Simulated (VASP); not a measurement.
Shape and ions are relaxed at each volume.

Energy against volume of TiAl (L1_0). Level of theory: PBEsol GGA, VASP's PBE PAW potentials (set 64) (plane waves; VASP).

| V (Å³/atom) | E (eV/atom) |
|---|---|
| 14.836 | -6.59965 |
| 15.309 | -6.61774 |
| 15.783 | -6.62346 |
| 16.256 | -6.61847 |
| 16.730 | -6.60423 |

Task: Fit a third-order Birch-Murnaghan equation of state.

Result: 
```
Property                                         Value
---------------------------------------  -------------
volume per atom                          15.79 Å³/atom
bulk modulus                                   120 GPa
pressure derivative of the bulk modulus           3.84
```

The compound is TiAl in the L1_0 structure. It was relaxed first.
